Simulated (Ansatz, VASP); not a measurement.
**Cross-check of B2O3 (glassy B2O3) between VASP and Ansatz**

Aim: how closely do two programs agree when they are given the same cell, functional and k mesh? Of the first pair: The structure shown is the start of the Ansatz relaxation below; VASP solves that cell, so the two are compared at the walk's first step.

Method: plane waves, with VASP 6.6.1 beside it; PBE, in Ansatz 0.2.0.

## Step 1: The starting structure

The cell holds 150 atoms: 60 B and 90 O. Cell: a = 11.143 Å, b = 11.922 Å, c = 12.216 Å, α = 90.6°, β = 91.5°, γ = 89.4°. As first built, before any earlier steps moved the atoms or strained the cell (in the runner's words): 150 atoms (60 B, 90 O) placed at random at 1.93 g/cm^3, melted at 3000 K for 20 ps at fixed volume with the Buckingham and Coulomb pair potential of Guillot and Sator (Geochim. Cosmochim. Acta 71, 1249 (2007)) with the boron terms of Wang et al. (J. Non-Cryst. Solids 498, 294 (2018)). Quenched from 3000 K to 300 K at 100 K/ps and fixed volume, held 10 ps at zero pressure.

## Step 2: Ansatz: relaxation, PBE

Ansatz runs on its default PAW (the set named soft_2) files.

The two programs are compared at the cell with which this relaxation starts, whose forces are those of its first step.

Contents of input.yaml:

```yaml
crystal:
  lattice:
    - [11.1414, 0.06009, -0.1524]
    - [0.06009, 11.92147, -0.06648]
    - [-0.1524, -0.06648, 12.21498]
  atoms:
    - { symbol: B, position: [0.36482, 0.32786, 0.63108] }
    - { symbol: B, position: [0.38656, 0.70191, 0.95216] }
    - { symbol: B, position: [0.51294, 0.93792, 0.55862] }
    - { symbol: B, position: [0.45412, 0.98564, 0.99792] }
    - { symbol: B, position: [0.27507, 0.64562, 0.61399] }
    - { symbol: B, position: [0.28261, 0.88463, 0.90826] }
    - { symbol: B, position: [0.95497, 0.52459, 0.9948] }
    - { symbol: B, position: [0.89994, 0.59549, 0.50909] }
    - { symbol: B, position: [0.25191, 0.65987, 0.34285] }
    - { symbol: B, position: [0.89864, 0.99655, 0.17413] }
    - { symbol: B, position: [0.98795, 0.95666, 0.67614] }
    - { symbol: B, position: [0.96063, 0.13758, 0.77897] }
    - { symbol: B, position: [0.62913, 0.09421, 0.92633] }
    - { symbol: B, position: [0.71411, 0.42659, 0.34397] }
    - { symbol: B, position: [0.73785, 0.57182, 0.02505] }
    - { symbol: B, position: [0.67967, 0.7431, 0.47163] }
    - { symbol: B, position: [0.08406, 0.50324, 0.16228] }
    - { symbol: B, position: [0.72012, 0.77039, 0.08079] }
    - { symbol: B, position: [0.90786, 0.32922, 0.27963] }
    - { symbol: B, position: [0.76268, 0.43923, 0.53601] }
    - { symbol: B, position: [0.70757, 0.09835, 0.11821] }
    - { symbol: B, position: [0.77375, 0.74975, 0.27312] }
    - { symbol: B, position: [0.15996, 0.15568, 0.10479] }
    - { symbol: B, position: [0.46187, 0.34266, 0.96571] }
    - { symbol: B, position: [0.54251, 0.14907, 0.25357] }
    - { symbol: B, position: [0.97292, 0.77336, 0.87477] }
    - { symbol: B, position: [0.74389, 0.23633, 0.59638] }
    - { symbol: B, position: [0.59841, 0.14496, 0.73285] }
    - { symbol: B, position: [0.43135, 0.87956, 0.16481] }
    - { symbol: B, position: [0.37032, 0.26273, 0.31699] }
[... 114 atom lines left out ...]
    - { symbol: O, position: [0.2311, 0.07376, 0.14602] }
    - { symbol: O, position: [0.01948, 0.55042, 0.24117] }
    - { symbol: O, position: [0.13668, 0.22591, 0.45444] }
    - { symbol: O, position: [0.73727, 0.81031, 0.18365] }
    - { symbol: O, position: [0.59804, 0.9604, 0.48533] }
    - { symbol: O, position: [0.32618, 0.18169, 0.37856] }
kpoints:
  mp_grid: { grid: [1, 1, 1] }
hamiltonian:
  xc: pbe
scf:
  occupations: { method: fixed }
output:
  forces: true
  eigenvalues: true
  stress: true
relax:
  f_tol: 0.05
  max_steps: 70
```

Command:

```
> ansatz run input.yaml --threads 4 --pin off --max-ram 8192MiB --backend cpu --events-out ev --progress --plain --runs-dir out
```

Numbers of over 12 decimals in the logs are rounded to 6 here.

The log of the run:

```text
Warning: output.stress: scf.convergence.dr2_threshold = 1e-7 eV (the SCF's general default) is looser than the 1.08e-8 eV advised for a printed stress (1e-10 eV for each atom of the cell: 150, of which 108 are counted). What an SCF threshold leaves in a stress goes as its square root, and in the free energy as the threshold itself, and one threshold admits the most on a small cell: [figures from the program's tests c [...]
Engine: ansatz 0.2.0, x86_64-unknown-linux-gnu
Pseudopotentials: kind: paw
Pseudopotential: B, paw, valence charge 3, recommended cutoff 420 eV (normal), B.paw.azcp
Pseudopotential: O, paw, valence charge 6, recommended cutoff 420 eV (normal), O.paw.azcp
Functional definition: PBE
  parameter kappa = 0.804
  parameter beta = 0.066725
  exchange = pbe_x(kappa = kappa, mu = beta*pi^2/3)
  correlation = pbe_c(beta = beta)
Crystal: 150 atoms, lattice volume = 1622.047 Å³
Basis set: ecut = 420 eV, 31687 PW (Γ), exchange–correlation on 150×160×180 points (8 copies of the dense FFT grid, shifted against one another)
Bands: 510, of which v1, the nominal top of the filled ones, is band 360 counted from 1 (359 counted from 0)
Symmetry: 1 space group operations
Space group: P1 (ITA 1), of the structure as read, at distance tolerance 1.2e-4 Å
k-points: 1
Non-local potential: B, projectors of the file, l = 0: 2, l = 1: 2, l = 2: 1
Non-local potential: O, projectors of the file, l = 0: 2, l = 1: 2, l = 2: 1
PAW form: soft (Blöchl's): semilocal exchange-correlation on the pseudo side does not see the compensation charge
PAW one-centre angular grid: B, 110 points (default); XC on 64 Gauss nodes
PAW one-centre angular grid: O, 110 points (default); XC on 64 Gauss nodes
Initial density: superposition of atomic densities (neutral atoms: chi_scale 0, normalization atom), corrected by the library's trained network
Initial wavefunctions: pseudopotential atomic-orbital guess
Functional: x = pbe(κ = 0.804, μ = 0.219515), c = pbe(β = 0.066725)
SCF iter   1: F=—  HF=-60546.053079 eV  |F-HF|=—  |Δ(HF+E_count)|=         —  Δρ=4.03e-3  dr2=2.18e-1  ethr=1.77e-3  ⟨swp⟩=5.0  Hψ=1781  notcnv=0  defer=146
preconditioner: auto → Resta (q_TF=auto, 2.383 Å⁻¹)  ε∞=3.0  [insulator: Δε(μ)=5.745 eV  Ē_g=17.705 eV  n_scr=380 (ndim 8)  ℏωp=24.7 eV  f_vac=0.177  ε∞_Penn≈3.0]
SCF iter   2: F=—  HF=-60546.055611 eV  |F-HF|=—  |Δ(HF+E_count)|=   2.53e-3  Δρ=1.89e-3  dr2=3.98e-2  ethr=3.03e-5  ⟨swp⟩=3.0  Hψ=854  notcnv=0  defer=148
SCF iter   3: F=—  HF=-60546.067713 eV  |F-HF|=—  |Δ(HF+E_count)|=   1.21e-2  Δρ=6.40e-4  dr2=7.35e-3  ethr=5.53e-6  ⟨swp⟩=4.0  Hψ=640  notcnv=0  defer=148
SCF iter   4: F=—  HF=-60546.068281 eV  |F-HF|=—  |Δ(HF+E_count)|=   5.68e-4  Δρ=1.74e-4  dr2=5.50e-4  ethr=1.02e-6  ⟨swp⟩=2.0  Hψ=775  notcnv=0  defer=148
SCF iter   5: F=—  HF=-60546.068381 eV  |F-HF|=—  |Δ(HF+E_count)|=   1.00e-4  Δρ=9.66e-5  dr2=1.18e-4  ethr=7.64e-8  ⟨swp⟩=2.0  Hψ=663  notcnv=0  defer=148
SCF iter   6: F=-60546.068396 eV  HF=-60546.068392 eV  |F-HF|=4.06e-6  |Δ(HF+E_count)|=   1.08e-5  Δρ=2.38e-5  dr2=7.64e-6  ethr=8.68e-9  ⟨swp⟩=17.0  Hψ=3834  notcnv=0
SCF 1 converged in 6 iterations: F = -60546.068396 eV  dr2 = 7.64e-6
  greatest PAW one-centre occupation: 0.870 electrons in one spin orbital (limit 2), on the O atom at site 74 (counted from 0), in its partial waves of l = 0
relax step   1: F+E_penalty+E_count = -60546.06839612 eV  Δ(F+E_penalty+E_count) = +0.000e0 eV  max|allowed force component| = 1.058e0 eV/Å  Δτ_max = 0.0000 Å  (6 SCF iters, dr2 threshold 6.25e-5 eV, accepted)
Initial density: handed on by an earlier stage of this run
Initial wavefunctions: those handed on with the density
iter 1 solved again at ethr=3.02e-4 eV; its pass at ethr=3.10e-3 eV (dr2=2.18e0 eV) is discarded
SCF iter   1: F=—  HF=-60548.359835 eV  |F-HF|=—  |Δ(HF+E_count)|=         —  Δρ=1.58e-2  dr2=2.19e0  ethr=3.02e-4  ⟨swp⟩=1.0  Hψ=1773  notcnv=0  defer=146
[...]
- { symbol: B, position: [0.140846, 0.807344, 0.412340] }
    - { symbol: B, position: [0.418286, 0.519591, 0.055494] }
    - { symbol: B, position: [0.750466, 0.837993, 0.884704] }
    - { symbol: B, position: [0.282053, 0.950436, 0.488256] }
    - { symbol: B, position: [0.085484, 0.319810, 0.424241] }
    - { symbol: B, position: [0.546291, 0.512401, 0.231066] }
    - { symbol: B, position: [0.207627, 0.457715, 0.533082] }
    - { symbol: B, position: [0.497703, 0.477875, 0.681637] }
    - { symbol: B, position: [0.116592, 0.282222, 0.796611] }
    - { symbol: B, position: [0.498127, 0.637545, 0.554682] }
    - { symbol: B, position: [0.621486, 0.032931, 0.407507] }
    - { symbol: B, position: [0.264735, 0.239493, 0.941065] }
    - { symbol: B, position: [0.047222, 0.484559, 0.806716] }
    - { symbol: B, position: [0.832848, 0.100897, 0.468490] }
    - { symbol: B, position: [0.221987, 0.146611, 0.441871] }
    - { symbol: B, position: [0.193981, 0.979346, 0.749684] }
    - { symbol: B, position: [0.860467, 0.272079, 0.906912] }
    - { symbol: O, position: [0.505401, 0.798819, 0.227034] }
    - { symbol: O, position: [0.871472, 0.219979, 0.807948] }
    - { symbol: O, position: [0.525695, 0.528755, 0.585854] }
    - { symbol: O, position: [0.654032, 0.502630, 0.991164] }
    - { symbol: O, position: [0.303618, 0.389537, 0.556569] }
    - { symbol: O, position: [0.381214, 0.629911, 0.046332] }
    - { symbol: O, position: [0.244017, 0.843808, 0.464357] }
    - { symbol: O, position: [0.105607, 0.419916, 0.478703] }
    - { symbol: O, position: [0.146672, 0.886246, 0.105032] }
    - { symbol: O, position: [0.533868, 0.881391, 0.653194] }
    - { symbol: O, position: [0.886328, 0.699276, 0.251201] }
    - { symbol: O, position: [0.950588, 0.522865, 0.865926] }
    - { symbol: O, position: [0.502007, 0.946704, 0.105331] }
    - { symbol: O, position: [0.186735, 0.920270, 0.846072] }
    - { symbol: O, position: [0.346136, 0.711407, 0.311184] }
    - { symbol: O, position: [0.500539, 0.535589, 0.779727] }
    - { symbol: O, position: [0.533732, 0.612591, 0.282528] }
    - { symbol: O, position: [0.754730, 0.767401, 0.561686] }
    - { symbol: O, position: [0.840963, 0.187211, 0.543602] }
    - { symbol: O, position: [0.776705, 0.354388, 0.923870] }
    - { symbol: O, position: [0.853269, 0.577070, 0.029282] }
    - { symbol: O, position: [0.679507, 0.678829, 0.070428] }
    - { symbol: O, position: [0.896374, 0.324108, 0.163909] }
    - { symbol: O, position: [0.657002, 0.179199, 0.638210] }
[...]
- { symbol: O, position: [0.913149, 0.877531, 0.629406] }
    - { symbol: O, position: [0.982105, 0.981382, 0.265400] }
    - { symbol: O, position: [0.219213, 0.070788, 0.158029] }
    - { symbol: O, position: [0.018911, 0.546579, 0.228064] }
    - { symbol: O, position: [0.131757, 0.220741, 0.460848] }
    - { symbol: O, position: [0.746644, 0.828765, 0.187571] }
    - { symbol: O, position: [0.601558, 0.955234, 0.487525] }
    - { symbol: O, position: [0.327253, 0.169345, 0.390403] }
```

## Step 3: VASP: single point, PBE, start cell, pair 1

The same cell, functional and mesh now go to VASP, with its own data sets.

Lines of VASP's logs that name or quote its potential files are left out, and so is its time.

Contents of INCAR:

```
SYSTEM = B2O3
PREC = Accurate
ENCUT = 520
EDIFF = 1E-06
NELM = 120
ISMEAR = 0
SIGMA = 0.01
LREAL = Auto
ALGO = Normal
GGA = PE
NBANDS = 465
LORBIT = 11
LWAVE = .FALSE.
LCHARG = .FALSE.
ISIF = 2
LASPH = .TRUE.
GGA_COMPAT = .FALSE.
EFERMI = MIDGAP
```

Contents of POSCAR:

```
B2O3
1.0
   11.1414000000      0.0600900000     -0.1524000000
    0.0600900000     11.9214700000     -0.0664800000
   -0.1524000000     -0.0664800000     12.2149800000
B O
60 90
Direct
    0.3648172804      0.3278565592      0.6310770920
    0.3865610288      0.7019076442      0.9521566733
    0.5129403702      0.9379224570      0.5586194326
    0.4541220611      0.9856379551      0.9979167721
    0.2750710502      0.6456157546      0.6139871996
    0.2826091324      0.8846307673      0.9082601760
    0.9549683567      0.5245871509      0.9947958762
    0.8999410087      0.5954858695      0.5090912069
    0.2519071204      0.6598729279      0.3428461608
    0.8986442156      0.9965529993      0.1741307986
    0.9879511020      0.9566591994      0.6761421182
    0.9606286781      0.1375805151      0.7789735360
    0.6291320959      0.0942063428      0.9263332866
    0.7141102012      0.4265880182      0.3439702698
    0.7378477308      0.5718194090      0.0250481416
    0.6796743765      0.7430973283      0.4716326580
    0.0840641342      0.5032380292      0.1622816114
    0.7201177354      0.7703914968      0.0807910917
    0.9078600673      0.3292241919      0.2796275310
    0.7626774163      0.4392331277      0.5360084304
    0.7075687091      0.0983470166      0.1182131760
    0.7737511360      0.7497533740      0.2731206500
    0.1599633205      0.1556816696      0.1047916679
    0.4618705095      0.3426630126      0.9657133538
    0.5425069358      0.1490720764      0.2535729382
    0.9729157526      0.7733603434      0.8747689604
    0.7438909961      0.2363338574      0.5963808752
    0.5984055317      0.1449621232      0.7328488532
    0.4313518810      0.8795590156      0.1648067463
    0.3703234405      0.2627293979      0.3169881197
[... 114 atom lines left out ...]
    0.2311039143      0.0737593882      0.1460193763
    0.0194839985      0.5504239033      0.2411679383
    0.1366777326      0.2259115745      0.4544377713
    0.7372679581      0.8103117218      0.1836539364
    0.5980355709      0.9604041060      0.4853293486
    0.3261775751      0.1816861996      0.3785587828
```

Contents of KPOINTS:

```
Automatic mesh
0
Gamma
1 1 1
0 0 0
```

PAW data sets: B and O (PBE family, release 64).

Command:

```
> export OMP_NUM_THREADS=3
> mpirun -np 1 vasp_gam
```

The log of the run:

```text
[banner, memory and clock lines left out]
running    1 mpi-ranks, on    1 nodes
[...]
Offloading initialized ...    1 GPUs detected
[...]
LDA part: xc-table for (Slater+PW92), standard interpolation
 POSCAR, INCAR and KPOINTS ok, starting setup
[...]
entering main loop
       N       E                     dE             d eps       ncg     rms          rms(c)
DAV:   1     0.678253634831E+04    0.67825E+04   -0.44613E+05   954   0.155E+03
DAV:   2    -0.751236355007E+03   -0.75338E+04   -0.72394E+04  1131   0.403E+02
DAV:   3    -0.130703438922E+04   -0.55580E+03   -0.55044E+03  1068   0.114E+02
DAV:   4    -0.131721285466E+04   -0.10178E+02   -0.10144E+02  1068   0.167E+01
[...]
DAV:  16    -0.119427493577E+04    0.28676E-05   -0.84932E-05  1052   0.229E-02    0.123E-02
DAV:  17    -0.119427493266E+04    0.31136E-05   -0.92631E-06  1068   0.117E-02    0.528E-03
DAV:  18    -0.119427493260E+04    0.58950E-07   -0.53456E-06  1052   0.620E-03
   1 F= -.11942749E+04 E0= -.11942749E+04  d E =0.000000E+00
```

Parts of OUTCAR (step 3):

```text
  FREE ENERGIE OF THE ION-ELECTRON SYSTEM (eV)
  ---------------------------------------------------
  free  energy   TOTEN  =     -1194.2749326003 eV

  energy  without entropy=    -1194.2749326003  energy(sigma->0) =    -1194.27493260
```

The run ends at a pressure of 11.75 GPa, with forces up to 1.1 eV/Å.

## Step 4: Side by side

Known differences besides the potentials themselves: fixed occupations in Ansatz, narrow Gaussian smearing in VASP; the cutoff is 420 eV in Ansatz and 520 eV in VASP (PREC = Accurate, projectors in real space). Total energies have different zeros and are not compared.

Forces on 10 of the 150 atoms, those with the largest forces and the largest differences (eV/Å; atoms numbered as in POSCAR):

| atom | Ansatz x, y, z | VASP x, y, z |
| --- | --- | --- |
| B20 | -0.049, 0.061, 0.078 | -0.074, 0.056, 0.181 |
| B41 | -0.012, 0.067, 0.061 | 0.012, 0.159, 0.127 |
| B53 | 0.061, 0.118, -0.069 | 0.092, 0.183, -0.139 |
| O95 | -0.200, -0.348, 1.058 | -0.198, -0.353, 1.061 |
| O96 | 0.404, -0.938, 0.365 | 0.384, -0.927, 0.365 |
| O108 | -0.966, -0.535, -0.046 | -0.967, -0.539, -0.056 |
| O109 | 0.675, 0.543, -0.655 | 0.666, 0.541, -0.655 |
| O111 | 0.577, -0.444, -0.758 | 0.576, -0.451, -0.762 |
| O125 | -0.951, 0.518, 0.272 | -0.947, 0.521, 0.273 |
| O131 | -0.662, 0.199, -0.910 | -0.660, 0.192, -0.904 |

The forces differ by 26 meV/Å r.m.s., which is 7.2 % of the r.m.s. force of 0.365 eV/Å (both taken over all components).

## Step 5: Ansatz: relaxation, PBE

This run makes the geometry at which the two programs are then compared.

The structure compared here is the end of the Ansatz relaxation.

This is the run of step 2 again, met here at its other cell.

## Step 6: VASP: single point, PBE, relaxed atoms in a fixed cell, pair 2

The same cell, functional and mesh now go to VASP, with its own data sets.

INCAR: that of step 3 with these lines changed.

```diff
@@ -2,3 +2,3 @@
 PREC = Accurate
-ENCUT = 520
+ENCUT = 600
 EDIFF = 1E-06
```

Contents of POSCAR:

```
B2O3
1.0
   11.1414000000      0.0600900000     -0.1524000000
    0.0600900000     11.9214700000     -0.0664800000
   -0.1524000000     -0.0664800000     12.2149800000
B O
60 90
Direct
    0.3658100000      0.3232300000      0.6293300000
    0.3822200000      0.6988300000      0.9570400000
    0.5086900000      0.9321400000      0.5558000000
    0.4601000000      0.9865500000      0.0068500000
    0.2760700000      0.6501400000      0.6140600000
    0.2771300000      0.8858600000      0.9167800000
    0.9489400000      0.5324000000      0.9772200000
    0.9089200000      0.5950500000      0.5039700000
    0.2515000000      0.6475600000      0.3368700000
    0.9145600000      0.0103000000      0.1746800000
    0.9827000000      0.9583400000      0.6778600000
    0.9569100000      0.1457500000      0.7705000000
    0.6338100000      0.0994700000      0.9283000000
    0.7127900000      0.4169600000      0.3445100000
    0.7313600000      0.5847600000      0.0270400000
    0.6840500000      0.7385300000      0.4727300000
    0.0839100000      0.5043900000      0.1443600000
    0.7219100000      0.7871700000      0.0843500000
    0.9079400000      0.3286600000      0.2777200000
    0.7656600000      0.4430400000      0.5384700000
    0.7178300000      0.1094700000      0.1212700000
    0.7834200000      0.7593300000      0.2734300000
    0.1542900000      0.1476100000      0.0977800000
    0.4520200000      0.3411500000      0.9700600000
    0.5444300000      0.1500300000      0.2553400000
    0.9706900000      0.7752500000      0.8781500000
    0.7482100000      0.2403500000      0.5978400000
    0.6008400000      0.1447900000      0.7299800000
    0.4409000000      0.8860900000      0.1820800000
    0.3602300000      0.2501300000      0.3195300000
[... 114 atom lines left out ...]
    0.2192100000      0.0707900000      0.1580300000
    0.0189100000      0.5465800000      0.2280600000
    0.1317600000      0.2207400000      0.4608500000
    0.7466400000      0.8287600000      0.1875700000
    0.6015600000      0.9552300000      0.4875300000
    0.3272500000      0.1693400000      0.3904000000
```

KPOINTS is that of step 3.

The log of the run:

```text
[... set-up lines as in an earlier step ...]
 entering main loop
       N       E                     dE             d eps       ncg     rms          rms(c)
DAV:   1     0.722621123549E+04    0.72262E+04   -0.47850E+05   946   0.173E+03
DAV:   2    -0.700876852301E+03   -0.79271E+04   -0.75973E+04  1147   0.420E+02
DAV:   3    -0.129931185108E+04   -0.59843E+03   -0.59275E+03  1068   0.120E+02
DAV:   4    -0.131055599698E+04   -0.11244E+02   -0.11204E+02  1076   0.176E+01
[...]
DAV:  16    -0.119764817811E+04    0.27485E-05   -0.60606E-05  1036   0.194E-02    0.103E-02
DAV:  17    -0.119764817595E+04    0.21614E-05   -0.65698E-06  1076   0.105E-02    0.496E-03
DAV:  18    -0.119764817595E+04    0.14916E-09   -0.45319E-06   996   0.566E-03
   1 F= -.11976482E+04 E0= -.11976482E+04  d E =0.000000E+00
```

From OUTCAR (step 6):

```text
  FREE ENERGIE OF THE ION-ELECTRON SYSTEM (eV)
  ---------------------------------------------------
  free  energy   TOTEN  =     -1197.6481759469 eV

  energy  without entropy=    -1197.6481759469  energy(sigma->0) =    -1197.64817595
```

The run ends at a pressure of 2.16 GPa, with forces up to 0.10 eV/Å.

## Step 7: Side by side

What differs besides the data sets and the points named for the pairs above, as far as they apply: the cutoff is 420 eV in Ansatz and 600 eV in VASP (PREC = Accurate, projectors in real space). Total energies have different zeros and are not compared.

Both answers:

| quantity | Ansatz | VASP | difference |
| --- | --- | --- | --- |
| pressure (GPa) | 2.30 | 2.16 | +0.14 |
| gap on the k mesh (eV) | 5.745 | 5.712 | +0.033 |

Forces on 8 of the 150 atoms, those with the largest forces and the largest differences (eV/Å; atoms numbered as in POSCAR):

| atom | Ansatz x, y, z | VASP x, y, z |
| --- | --- | --- |
| B4 | 0.015, 0.013, 0.007 | 0.025, 0.066, -0.042 |
| B11 | -0.007, 0.003, 0.000 | -0.062, -0.045, -0.053 |
| B20 | -0.022, -0.022, -0.022 | -0.050, -0.012, 0.059 |
| B25 | 0.007, 0.008, -0.013 | 0.003, 0.038, -0.074 |
| B35 | 0.018, -0.001, 0.003 | 0.001, -0.077, 0.025 |
| B39 | 0.017, -0.007, 0.000 | 0.032, -0.075, -0.029 |
| B41 | -0.011, 0.000, 0.006 | -0.001, 0.080, 0.068 |
| B49 | 0.034, -0.015, 0.021 | 0.061, -0.056, 0.029 |

The forces differ by 23 meV/Å r.m.s., which is 92.1 % of the r.m.s. force of 0.025 eV/Å (both taken over all components). A gap on the mesh is an upper bound, since the band edges may lie between its points.

## Step 8: What came out

```
r.m.s. force difference (single point, PBE, start cell, pair 1)                    : 7.2 % of the r.m.s. force
r.m.s. force difference (single point, PBE, relaxed atoms in a fixed cell, pair 2) : 23 meV/Å
```

**Reading.** The r.m.s. force difference is 7.2 % of the r.m.s. force (single point, PBE, start cell, pair 1), beyond the 3 % picked in this series as the mark of a large difference. What causes the difference of the single point, PBE, start cell, pair 1 pair stays open here. What causes the difference of the single point, PBE, relaxed atoms in a fixed cell, pair 2 pair stays open here. How closely two codes agree says nothing of how well the functional describes the real material.

[Lines on the potential files, build, host, timing and source positions are cut from VASP's logs without a mark.]

[Logs are printed without paths, hosts, clocks, repeated set-up lines and the standing remarks that a program may print on its own settings, such as how far it seeks lower states.]

[Hosts, paths, dates, database ids (printed as entryN), source tags and the programs' standing remarks are cut or masked in the printed files.]
